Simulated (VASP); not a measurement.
Data:

```
Rh
1.0
    0.00000     1.90240     1.90240
    1.90240     0.00000     1.90240
    1.90240     1.90240     0.00000
Rh
1
Cartesian
  0.00000   0.00000   0.00000
```

These are r2SCAN meta-GGA, VASP's PBE PAW potentials (set 64) (plane waves; VASP) values and carry that method's errors. Numerical set-up: 520 eV cut-off, 16×16×16 Γ-centred mesh, first-order Methfessel-Paxton smearing of 0.10 eV, potentials Rh_pv.

Question: The job: Rh (fcc), 1 atom, r2SCAN, static run, 520 eV, 16×16×16 Γ-centred mesh. Roughly how much core time does it take on a busy server core?

Answer: About 70 core-seconds (one run on a shared machine, a rough figure). It had 145 irreducible k-points, 11 bands, up to 388 plane waves and 20 electronic steps.

The compound is Rh in the fcc structure. It was relaxed first.
